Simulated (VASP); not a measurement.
Energy against volume of CoGa (CsCl type). Level of theory: revPBE GGA, VASP's PBE PAW potentials (set 64) (plane waves; VASP). Numerical set-up: 520 eV cut-off, 13×13×13 Γ-centred mesh, first-order Methfessel-Paxton smearing of 0.10 eV, potentials Ga_d Co.

```json
[
 {"V (Å³/atom)": "11.475", "E (eV/atom)": "-4.83160"},
 {"V (Å³/atom)": "11.841", "E (eV/atom)": "-4.85126"},
 {"V (Å³/atom)": "12.208", "E (eV/atom)": "-4.85733"},
 {"V (Å³/atom)": "12.574", "E (eV/atom)": "-4.85196"}
]
```

**Question.** Fit these four points and predict the energy of the run at 12.940 Å³/atom.

**Answer.** A cubic in V^(−2/3), the third-order Birch-Murnaghan form, passes through the four points with V0 = 12.21 Å³/atom and B0 = 166 GPa, and gives -4.8370 eV/atom there. The run gave -4.8370 eV/atom, +0.0 meV/atom from the fit; all five points give B0 = 166 GPa.

The compound is CoGa in the CsCl type structure. It was relaxed first. The run is not spin-polarised, so no magnetic state was tried.
